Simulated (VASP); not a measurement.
Computed with LDA (Ceperley-Alder, Perdew-Zunger), VASP's LDA PAW potentials (set 64) (plane waves; VASP).

A VASP calculation is set up with these files.

INCAR:
```
# general
SYSTEM  = Ta
PREC    = Accurate
ENCUT   = 210
LREAL   = .FALSE.
LASPH   = .TRUE.   # aspherical one-centre terms

# electronic loop
EDIFF   = 1E-6   # SCF stop (eV)
NELM    = 100   # most electronic steps
ALGO    = Normal   # blocked Davidson
LMAXMIX = 6   # l cut-off of mixed one-centre charges

# smearing
ISMEAR  = -1
SIGMA   = 0.272   # width (eV)

# ions
IBRION  = 2   # conjugate gradients
NSW     = 50   # most ionic steps
ISIF    = 3
EDIFFG  = -0.01   # ionic stop

# output
LWAVE   = .FALSE.
LCHARG  = .FALSE.
```

### POSCAR
```
Ta
1
   -1.6602260000     1.6602260000     1.6602260000
    1.6602260000    -1.6602260000     1.6602260000
    1.6602260000     1.6602260000    -1.6602260000
Ta
1
Direct
  0.0000000000   0.0000000000   0.0000000000
```

KPOINTS:
```
kpoints
0
gamma
 4 4 4
0.5 0.5 0.5
```

POTCAR, in this order: Ta_pv (LDA.64 set). Program: vasp_std.

Output

### OUTCAR
```
 ion  position               nearest neighbor table
   1  0.000  0.000  0.000-
  LATTYP: Found a body centered cubic cell.
 ALAT       =     3.3204520000
 Subroutine PRICEL returns:
 Original cell was already a primitive cell.
 Subroutine GETGRP returns: Found 48 space group operations
The static configuration has the point symmetry O_h .
The dynamic configuration has the point symmetry O_h .
 Subroutine INISYM returns: Found 48 space group operations
 Subroutine IBZKPT returns following result:
 Found      6 irreducible k-points:

 Following reciprocal coordinates:
            Coordinates               Weight
  0.125000  0.125000  0.125000      8.000000
  0.375000  0.125000  0.125000     12.000000
 -0.125000  0.125000  0.125000      6.000000
 -0.375000  0.375000  0.125000     24.000000
 -0.375000 -0.375000  0.125000      8.000000
 -0.375000  0.375000  0.375000      6.000000
   k-points           NKPTS =      6   k-points in BZ     NKDIM =      6   number of bands    NBANDS=      9
   number of dos      NEDOS =    301   number of ions     NIONS =      1
   total plane-waves  NPLWV =   2744
   dimension x,y,z NGX =    14 NGY =   14 NGZ =   14
...
```

OSZICAR:
```
       N       E                     dE             d eps       ncg     rms          rms(c)
DAV:   1     0.144893824467E+02    0.14489E+02   -0.44273E+03   108   0.613E+02
DAV:   2    -0.132897983253E+02   -0.27779E+02   -0.27470E+02   139   0.153E+02
DAV:   3    -0.135513755528E+02   -0.26158E+00   -0.25956E+00   114   0.148E+01
DAV:   4    -0.135531301811E+02   -0.17546E-02   -0.17544E-02   137   0.113E+00
DAV:   5    -0.135531441153E+02   -0.13934E-04   -0.13934E-04   121   0.589E-02    0.139E+01
DAV:   6    -0.131651845161E+02    0.38796E+00   -0.44692E-01   110   0.746E+00    0.659E+00
DAV:   7    -0.130512439978E+02    0.11394E+00   -0.32543E-01   110   0.603E+00    0.356E-01
DAV:   8    -0.130489794379E+02    0.22646E-02   -0.31942E-03   121   0.738E-01    0.678E-02
DAV:   9    -0.130489620233E+02    0.17415E-04   -0.68385E-05   110   0.841E-02    0.286E-02
DAV:  10    -0.130489622129E+02   -0.18962E-06   -0.31063E-06   120   0.211E-02
   1 F= -.13048962E+02 E0= -.12918338E+02  d E =-.130490E+02
       N       E                     dE             d eps       ncg     rms          rms(c)
DAV:   1    -0.168085135331E+02   -0.37596E+01   -0.12486E+02   111   0.151E+02    0.222E+01
DAV:   2    -0.135226434100E+02    0.32859E+01   -0.42254E+00   109   0.294E+01    0.739E+00
DAV:   3    -0.126922313365E+02    0.83041E+00   -0.23715E+00   112   0.211E+01    0.298E+00
DAV:   4    -0.127005021988E+02   -0.82709E-02   -0.34880E-02   135   0.190E+00    0.253E-01
DAV:   5    -0.127005295810E+02   -0.27382E-04   -0.82786E-04   112   0.360E-01    0.145E-01
DAV:   6    -0.127005827624E+02   -0.53181E-04   -0.25243E-05   129   0.402E-02    0.636E-03
DAV:   7    -0.127005828830E+02   -0.12061E-06   -0.29086E-07    66   0.560E-03
   2 F= -.12700583E+02 E0= -.12620086E+02  d E =0.348379E+00
       N       E                     dE             d eps       ncg     rms          rms(c)
DAV:   1    -0.151971051922E+02   -0.24965E+01   -0.76031E+01   110   0.133E+02    0.144E+01
DAV:   2    -0.134712289414E+02    0.17259E+01   -0.25938E+00   113   0.182E+01    0.510E+00
DAV:   3    -0.131087118827E+02    0.36252E+00   -0.11918E+00   114   0.129E+01    0.136E+00
DAV:   4    -0.131136242423E+02   -0.49124E-02   -0.89093E-03   131   0.969E-01    0.447E-01
DAV:   5    -0.131146149374E+02   -0.99070E-03   -0.15414E-03   122   0.353E-01    0.106E-01
DAV:   6    -0.131146484315E+02   -0.33494E-04   -0.21258E-05   130   0.380E-02    0.800E-03
DAV:   7    -0.131146483550E+02    0.76453E-07   -0.41858E-07    57   0.672E-03
   3 F= -.13114648E+02 E0= -.13004389E+02  d E =-.656861E-01
       N       E                     dE             d eps       ncg     rms          rms(c)
DAV:   1    -0.131157074770E+02   -0.10590E-02   -0.28221E-02   111   0.241E+00    0.286E-01
DAV:   2    -0.131150203770E+02    0.68710E-03   -0.94804E-04   110   0.380E-01    0.969E-02
DAV:   3    -0.131148648000E+02    0.15558E-03   -0.49197E-04   111   0.274E-01    0.329E-02
DAV:   4    -0.131148670487E+02   -0.22486E-05   -0.62247E-06   137   0.230E-02    0.391E-03
DAV:   5    -0.131148670963E+02   -0.47686E-07   -0.25761E-07    57   0.605E-03
   4 F= -.13114867E+02 E0= -.13005585E+02  d E =-.659049E-01
       N       E                     dE             d eps       ncg     rms          rms(c)
DAV:   1    -0.131150178857E+02   -0.15084E-03   -0.50643E-03   111   0.102E+00    0.121E-01
DAV:   2    -0.131148947323E+02    0.12315E-03   -0.16956E-04   110   0.161E-01    0.412E-02
DAV:   3    -0.131148669879E+02    0.27744E-04   -0.88047E-05   111   0.116E-01    0.139E-02
DAV:   4    -0.131148674538E+02   -0.46594E-06   -0.10752E-06    94   0.974E-03
   5 F= -.13114867E+02 E0= -.13005998E+02  d E =-.659052E-01
       N       E                     dE             d eps       ncg     rms          rms(c)
DAV:   1    -0.131150985692E+02   -0.23158E-03   -0.81095E-03   111   0.129E+00    0.153E-01
DAV:   2    -0.131149024803E+02    0.19609E-03   -0.27174E-04   110   0.203E-01    0.520E-02
DAV:   3    -0.131148575179E+02    0.44962E-04   -0.14066E-04   111   0.146E-01    0.175E-02
DAV:   4    -0.131148578894E+02   -0.37147E-06   -0.17088E-06    95   0.123E-02
   6 F= -.13114858E+02 E0= -.13005467E+02  d E =0.956443E-05
       N       E                     dE             d eps       ncg     rms          rms(c)
DAV:   1    -0.131149655759E+02   -0.10806E-03   -0.30773E-03   111   0.797E-01    0.945E-02
DAV:   2    -0.131148907551E+02    0.74821E-04   -0.10285E-04   110   0.125E-01    0.322E-02
DAV:   3    -0.131148738747E+02    0.16880E-04   -0.53384E-05   111   0.902E-02    0.108E-02
DAV:   4    -0.131148741529E+02   -0.27824E-06   -0.58752E-07    66   0.752E-03
   7 F= -.13114874E+02 E0= -.13005804E+02  d E =-.669910E-05
```

**OUTCAR**
```
------------------------ aborting loop because EDIFF is reached ----------------------------------------
  FORCE on cell =-STRESS in cart. coord.  units (eV):
  Direction    XX          YY          ZZ          XY          YZ          ZX
  --------------------------------------------------------------------------------------
  Total       -0.0014299     -0.0014299     -0.0014299      0.0000000      0.0000000      0.0000000
  in kB       -0.1351268     -0.1351268     -0.1351268      0.0000000      0.0000000      0.0000000
  external PRESSURE =      -0.1351268 kB  Pullay stress =       0.0000000 kB
  volume of cell :       16.95
      direct lattice vectors                 reciprocal lattice vectors
    -1.618337389  1.618337389  1.618337389     0.000000000  0.308959061  0.308959061
     1.618337389 -1.618337389  1.618337389     0.308959061  0.000000000  0.308959061
     1.618337389  1.618337389 -1.618337389     0.308959061  0.308959061  0.000000000
 POSITION                                       TOTAL-FORCE (eV/Angst)
 -----------------------------------------------------------------------------------
      0.00000     -0.00000      0.00000         0.000000      0.000000      0.000000
 -----------------------------------------------------------------------------------
    total drift:                               -0.000000     -0.000000      0.000000
  FREE ENERGIE OF THE ION-ELECTRON SYSTEM (eV)
  ---------------------------------------------------
  free  energy   TOTEN  =       -13.1148741529 eV

  energy  without entropy=      -12.8967347303  energy(sigma->0) =      -13.00580444

 reached required accuracy - stopping structural energy minimisation
```
(Selected blocks of OUTCAR.)

### CONTCAR
```
Ta
   1.00000000000000
    -1.6183373894543167    1.6183373894543167    1.6183373894543167
     1.6183373894543167   -1.6183373894543167    1.6183373894543167
     1.6183373894543167    1.6183373894543167   -1.6183373894543167
  Ta
     1
Direct
     0.0000000000000000    0.0000000000000000    0.0000000000000000
```

At this cut-off the stress carries a Pulay error, which pulls relaxed volumes low.  Energy and stress use the plane-wave basis of the starting cell.

The structure comes from a computed database's Ta entry; how it stands against other phases isn't given here. This run relaxes it. Symmetry was kept, so distortions that lower it aren't found. The k-mesh is coarse (spacing up to 0.69 per Å, 2π included), so the numbers may not be converged in it. The run is one of a series of settings (EDIFFG = -0.01, ENCUT = 210, GGA removed, IBRION = 2, ISIF = 3, ISMEAR = -1, NSW = 50, SIGMA = 0.272, KPOINTS 4×4×4 Γ-centred mesh shifted by (0.5, 0.5, 0.5), POTCAR Ta_pv (LDA.64 set) against the base run), some of them coarse on purpose.
